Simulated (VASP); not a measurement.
Calculation: vdW-DF2, VASP's PBE PAW potentials (set 64) (plane waves; VASP).

A VASP calculation is set up with these files.

### INCAR
```
AGGAC = 0.0
ALGO = Normal
EDIFF = 1E-6
EDIFFG = -0.01
ENCUT = 520
GGA = ML
IBRION = 2
ISIF = 3
ISMEAR = 1
LASPH = .TRUE.
LCHARG = .FALSE.
LMAXMIX = 4
LREAL = .FALSE.
LUSE_VDW = .TRUE.
LWAVE = .FALSE.
NELM = 100
NSW = 60
PREC = Accurate
SIGMA = 0.1
SYSTEM = Mo
ZAB_VDW = -1.8867
```

File POSCAR:
```
Mo
1.0
 -1.5750000000   1.5750000000   1.5750000000
  1.5750000000  -1.5750000000   1.5750000000
  1.5750000000   1.5750000000  -1.5750000000
Mo
1
Cartesian
  0.0000000000   0.0000000000   0.0000000000
```

KPOINTS:
```
Regular mesh
0
Gamma
15 15 15
0 0 0
```

POTCAR, in this order: Mo_sv (PBE.64 set). Program: vasp_std.

Output

File OSZICAR:
```
       N       E                     dE             d eps       ncg     rms          rms(c)
DAV:   1     0.945052335589E+02    0.94505E+02   -0.84344E+03  2672   0.131E+03
DAV:   2    -0.579822811131E+01   -0.10030E+03   -0.97133E+02  2889   0.342E+02
DAV:   3    -0.705800827415E+01   -0.12598E+01   -0.12463E+01  3033   0.384E+01
DAV:   4    -0.706183006706E+01   -0.38218E-02   -0.38199E-02  2900   0.241E+00
DAV:   5    -0.706185056880E+01   -0.20502E-04   -0.20503E-04  3072   0.174E-01    0.126E+01
DAV:   6    -0.667787322684E+01    0.38398E+00   -0.72756E-01  2811   0.106E+01    0.378E+00
DAV:   7    -0.663347582321E+01    0.44397E-01   -0.17194E-01  3021   0.493E+00    0.834E-01
DAV:   8    -0.663544865349E+01   -0.19728E-02   -0.72308E-03  2733   0.117E+00    0.154E-01
DAV:   9    -0.663580387955E+01   -0.35523E-03   -0.28441E-04  3061   0.219E-01    0.807E-02
DAV:  10    -0.663583176693E+01   -0.27887E-04   -0.77145E-05  2853   0.118E-01    0.332E-03
DAV:  11    -0.663583202530E+01   -0.25837E-06   -0.44787E-07  2037   0.947E-03
   1 F= -.66358320E+01 E0= -.66354758E+01  d E =-.663583E+01
       N       E                     dE             d eps       ncg     rms          rms(c)
DAV:   1    -0.211398715137E+02   -0.14504E+02   -0.35309E+02  2658   0.262E+02    0.447E+01
DAV:   2    -0.628203939490E+01    0.14858E+02   -0.44105E+01  2649   0.706E+01    0.205E+01
DAV:   3    -0.619552568935E+01    0.86514E-01   -0.92218E-01  2814   0.113E+01    0.125E+01
DAV:   4    -0.631090991923E+01   -0.11538E+00   -0.87497E-02  2788   0.357E+00    0.384E+00
DAV:   5    -0.632774179913E+01   -0.16832E-01   -0.94507E-03  2757   0.870E-01    0.187E-01
DAV:   6    -0.632777786067E+01   -0.36062E-04   -0.94792E-05  2912   0.106E-01    0.277E-02
DAV:   7    -0.632779610701E+01   -0.18246E-04   -0.24379E-05  2783   0.551E-02    0.114E-02
DAV:   8    -0.632779484898E+01    0.12580E-05   -0.15010E-07  1734   0.460E-03    0.393E-03
DAV:   9    -0.632779380619E+01    0.10428E-05   -0.82833E-08  1419   0.389E-03    0.979E-04
DAV:  10    -0.632779385377E+01   -0.47587E-07   -0.23611E-09  1374   0.678E-04
   2 F= -.63277939E+01 E0= -.63277901E+01  d E =0.308038E+00
       N       E                     dE             d eps       ncg     rms          rms(c)
DAV:   1    -0.133163768690E+02   -0.69886E+01   -0.15170E+02  2679   0.164E+02    0.317E+01
DAV:   2    -0.720035931088E+01    0.61160E+01   -0.12121E+01  2661   0.459E+01    0.564E+00
DAV:   3    -0.666538343499E+01    0.53498E+00   -0.20185E+00  2777   0.173E+01    0.686E+00
DAV:   4    -0.670131894880E+01   -0.35936E-01   -0.20962E-02  2770   0.177E+00    0.206E+00
DAV:   5    -0.670525202064E+01   -0.39331E-02   -0.13858E-02  2905   0.148E+00    0.182E-01
DAV:   6    -0.670522573162E+01    0.26289E-04   -0.11080E-04  2826   0.141E-01    0.548E-02
DAV:   7    -0.670521867481E+01    0.70568E-05   -0.19958E-05  2838   0.548E-02    0.139E-02
DAV:   8    -0.670521918677E+01   -0.51196E-06   -0.18322E-07  1645   0.516E-03
   3 F= -.67052192E+01 E0= -.67050019E+01  d E =-.693872E-01
       N       E                     dE             d eps       ncg     rms          rms(c)
DAV:   1    -0.671005002012E+01   -0.48313E-02   -0.10728E-01  2721   0.461E+00    0.616E-01
DAV:   2    -0.670577497328E+01    0.42750E-02   -0.93554E-03  2706   0.121E+00    0.112E-01
DAV:   3    -0.670551569160E+01    0.25928E-03   -0.11875E-03  2837   0.420E-01    0.956E-02
DAV:   4    -0.670555751176E+01   -0.41820E-04   -0.18207E-05  2742   0.498E-02    0.514E-03
DAV:   5    -0.670555768684E+01   -0.17508E-06   -0.22636E-06  2856   0.185E-02
   4 F= -.67055577E+01 E0= -.67053295E+01  d E =-.697257E-01
```

File OUTCAR:
```
------------------------ aborting loop because EDIFF is reached ----------------------------------------
  FORCE on cell =-STRESS in cart. coord.  units (eV):
  Direction    XX          YY          ZZ          XY          YZ          ZX
  --------------------------------------------------------------------------------------
  Total       -0.0089088     -0.0089088     -0.0089088     -0.0000000     -0.0000000      0.0000000
  in kB       -0.8474497     -0.8474497     -0.8474497     -0.0000000     -0.0000000      0.0000000
  external PRESSURE =      -0.8474497 kB  Pullay stress =       0.0000000 kB
  volume of cell :       16.84
      direct lattice vectors                 reciprocal lattice vectors
    -1.614801420  1.614801420  1.614801420     0.000000000  0.309635596  0.309635596
     1.614801420 -1.614801420  1.614801420     0.309635596  0.000000000  0.309635596
     1.614801420  1.614801420 -1.614801420     0.309635596  0.309635596  0.000000000
 POSITION                                       TOTAL-FORCE (eV/Angst)
 -----------------------------------------------------------------------------------
      0.00000      0.00000     -0.00000         0.000000      0.000000     -0.000000
 -----------------------------------------------------------------------------------
    total drift:                                0.000000      0.000000      0.000000
  FREE ENERGIE OF THE ION-ELECTRON SYSTEM (eV)
  ---------------------------------------------------
  free  energy   TOTEN  =        -6.7055576868 eV

  energy  without entropy=       -6.7048732337  energy(sigma->0) =       -6.70532954

 reached required accuracy - stopping structural energy minimisation
```
(Selected blocks of OUTCAR.)

CONTCAR:
```
Mo
   1.00000000000000
    -1.6148014200325458    1.6148014200325458    1.6148014200325458
     1.6148014200325458   -1.6148014200325458    1.6148014200325458
     1.6148014200325458    1.6148014200325458   -1.6148014200325458
  Mo
     1
Direct
     0.0000000000000000    0.0000000000000000    0.0000000000000000
```

Energy and stress use the plane-wave basis of the starting cell.

The compound is Mo in the bcc structure. This run relaxes it. Symmetry was kept, so distortions that lower it aren't found.
